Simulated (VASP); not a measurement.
Method: PBEsol GGA, VASP's PBE PAW potentials (set 64) (plane waves; VASP).

The input files of a VASP run:

### INCAR
```
! general
SYSTEM  = MnSi
PREC    = Accurate
ENCUT   = 400
LREAL   = .FALSE.
LASPH   = .TRUE.

! electronic loop
EDIFF   = 1E-7
NELM    = 100
ALGO    = Normal
LMAXMIX = 4

! smearing
ISMEAR  = -5

! functional
GGA     = PS

! ions
ISIF    = 2

! output
LWAVE   = .FALSE.
LCHARG  = .TRUE.
LORBIT  = 11
NEDOS   = 601
```

File POSCAR:
```
MnSi
2.7102390
  0.9999998515   0.0000000000   0.0000000000
 -0.4999999257   0.8660252067   0.0000000000
  0.0000000000   0.0000000000   1.2969035181
Mn Si
1 1
Direct
  0.0000000000   0.0000000000   1.0000000000
  0.6666670000   0.3333330000   0.5000000000
```

### KPOINTS
```
Automatic
0
Gamma
  17 17 12
```

POTCAR, in this order: Mn_pv Si (PBE.64 set). Program: vasp_std.

What VASP printed:

### OUTCAR
```
 ion  position               nearest neighbor table
   1  0.000  0.000  0.000-   2 2.35   2 2.35   2 2.35   2 2.35   2 2.35   2 2.35
   2  0.667  0.333  0.500-   1 2.35   1 2.35   1 2.35   1 2.35   1 2.35   1 2.35
  LATTYP: Found a hexagonal cell.
 ALAT       =     2.7102385974
 C/A-ratio  =     1.2969037107
 Subroutine PRICEL returns:
 Original cell was already a primitive cell.
 Subroutine GETGRP returns: Found 12 space group operations
The static configuration has the point symmetry D_3h.
The dynamic configuration has the point symmetry D_3h.
 Subroutine INISYM returns: Found 12 space group operations
 Subroutine IBZKPT returns following result:
 Found    231 irreducible k-points:

 Following reciprocal coordinates:
            Coordinates               Weight
  0.000000  0.000000  0.000000      1.000000
  0.058824 -0.000000  0.000000      6.000000
  0.117647  0.000000  0.000000      6.000000
  0.176471 -0.000000  0.000000      6.000000
  0.235294  0.000000  0.000000      6.000000
  0.294118 -0.000000  0.000000      6.000000
  0.352941 -0.000000  0.000000      6.000000
  0.411765  0.000000  0.000000      6.000000
  0.470588  0.000000  0.000000      6.000000
  0.058824  0.058824  0.000000      6.000000
  0.117647  0.058824  0.000000     12.000000
  0.176471  0.058824  0.000000     12.000000
  0.235294  0.058824  0.000000     12.000000
  0.294118  0.058824  0.000000     12.000000
  0.352941  0.058824  0.000000     12.000000
  0.411765  0.058824  0.000000     12.000000
  0.470588  0.058824  0.000000      6.000000
  0.117647  0.117647  0.000000      6.000000
  0.176471  0.117647  0.000000     12.000000
  0.235294  0.117647  0.000000     12.000000
  0.294118  0.117647  0.000000     12.000000
  0.352941  0.117647  0.000000     12.000000
  0.411765  0.117647  0.000000     12.000000
...
```

### OSZICAR
```
       N       E                     dE             d eps       ncg     rms          rms(c)
DAV:   1     0.912714836352E+02    0.91271E+02   -0.85089E+03  5756   0.131E+03
DAV:   2    -0.154414139161E+02   -0.10671E+03   -0.10258E+03  5624   0.334E+02
DAV:   3    -0.184451455736E+02   -0.30037E+01   -0.29383E+01  6664   0.629E+01
DAV:   4    -0.184872233710E+02   -0.42078E-01   -0.41936E-01  6056   0.736E+00
DAV:   5    -0.184879530024E+02   -0.72963E-03   -0.72927E-03  6552   0.101E+00    0.181E+01
DAV:   6    -0.188223718596E+02   -0.33442E+00   -0.32805E+01  6216   0.846E+01    0.138E+01
DAV:   7    -0.163035711882E+02    0.25188E+01   -0.11733E+01  5972   0.515E+01    0.381E+00
DAV:   8    -0.162560595193E+02    0.47512E-01   -0.40313E-01  5908   0.665E+00    0.888E-01
DAV:   9    -0.162483428249E+02    0.77167E-02   -0.20097E-02  6656   0.162E+00    0.363E-01
DAV:  10    -0.162475663501E+02    0.77647E-03   -0.13220E-03  6328   0.459E-01    0.131E-01
DAV:  11    -0.162474991478E+02    0.67202E-04   -0.15225E-04  6592   0.155E-01    0.242E-02
DAV:  12    -0.162474989115E+02    0.23626E-06   -0.50761E-06  5976   0.286E-02    0.669E-03
DAV:  13    -0.162474982601E+02    0.65139E-06   -0.15873E-06  6436   0.150E-02    0.207E-03
DAV:  14    -0.162474984444E+02   -0.18434E-06   -0.62565E-08  3308   0.323E-03    0.906E-04
DAV:  15    -0.162474985101E+02   -0.65675E-07   -0.69152E-09  3076   0.888E-04
   1 F= -.16247499E+02 E0= -.16247499E+02  d E =0.000000E+00
```

### OUTCAR
```
------------------------ aborting loop because EDIFF is reached ----------------------------------------
  FORCE on cell =-STRESS in cart. coord.  units (eV):
  Direction    XX          YY          ZZ          XY          YZ          ZX
  --------------------------------------------------------------------------------------
  Total        0.0007880      0.0007880      0.0081598      0.0000000      0.0000000      0.0000000
  in kB        0.0564658      0.0564658      0.5846938      0.0000000      0.0000000      0.0000000
  external PRESSURE =       0.2325418 kB  Pullay stress =       0.0000000 kB
  volume of cell :       22.36
      direct lattice vectors                 reciprocal lattice vectors
     2.710238597  0.000000000  0.000000000     0.368971205  0.213025641  0.000000000
    -1.355119299  2.347135290  0.000000000     0.000000000  0.426051282  0.000000000
     0.000000000  0.000000000  3.514918494     0.000000000  0.000000000  0.284501618
 POSITION                                       TOTAL-FORCE (eV/Angst)
 -----------------------------------------------------------------------------------
      0.00000      0.00000      0.00000        -0.000000      0.000000      0.000000
      1.35512      0.78238      1.75746         0.000000      0.000000      0.000000
 -----------------------------------------------------------------------------------
    total drift:                                0.000014     -0.000004     -0.000000
  FREE ENERGIE OF THE ION-ELECTRON SYSTEM (eV)
  ---------------------------------------------------
  free  energy   TOTEN  =       -16.2474985101 eV

  energy  without entropy=      -16.2474985101  energy(sigma->0) =      -16.24749851

 total charge

# of ion       s       p       d       tot
------------------------------------------
    1        0.351   6.385   5.375  12.111
    2        0.761   0.918   0.000   1.678
--------------------------------------------------
tot          1.112   7.303   5.375  13.790
```
(Selected blocks of OUTCAR.)

### OUTCAR
```
 val. band max:       11.5463776455   @ k =   0.0588   0.0588   0.1667

 cond. band min:      11.5241381799   @ k =   0.0000   0.0000   0.2500


 Fermi energy:        11.5392297506

 k-point     1 :       0.0000    0.0000    0.0000
  band No.  band energies     occupation
      1     -35.9656      2.00000
      2     -35.9656      2.00000
      3     -35.8783      2.00000
      4      -1.8294      2.00000
      5       7.9433      2.00000
      6       9.5681      2.00000
      7      10.4153      2.00000
      8      10.4153      2.00000
      9      11.7308      0.00000
     10      11.7308      0.00000
     11      17.1315      0.00000
     12      21.7961      0.00000

 k-point     2 :       0.0588   -0.0000    0.0000
  band No.  band energies     occupation
      1     -35.9749      2.00000
      2     -35.9679      2.00000
      3     -35.8771      2.00000
      4      -1.7354      2.00000
      5       8.0043      2.00000
      6       9.4534      2.00000
      7      10.3380      2.00000
      8      10.4721      2.00000
      9      11.7097      0.00000
     10      11.9120      0.00000
     11      17.1296      0.00000
     12      20.7707      0.00000

 k-point     3 :       0.1176    0.0000    0.0000
  band No.  band energies     occupation
      1     -36.0002      2.00000
      2     -35.9742      2.00000
      3     -35.8731      2.00000
      4      -1.4547      2.00000
      5       8.1704      2.00000
      6       9.1930      2.00000
      7      10.1205      2.00000
      8      10.6394      2.00000
      9      11.6499     -0.04131
     10      12.3708      0.00000
     11      17.0914      0.00000
     12      19.0246      0.00000

 k-point     4 :       0.1765   -0.0000    0.0000
  band No.  band energies     occupation
      1     -36.0378      2.00000
      2     -35.9831      2.00000
      3     -35.8668      2.00000
      4      -0.9918      2.00000
      5       8.3819      2.00000
      6       8.9011      2.00000
...
```

For a metal the tetrahedron method with Blöchl corrections gives inexact stress and forces.

The structure was generated: MnSi was put into the WC type (P-6m2), which need not be its known phase. It was relaxed first, which changed the volume by -22 %. The run is not spin-polarised, so no magnetic state was tried. The electron count is odd and the run is not spin-polarised, which forces a metal.
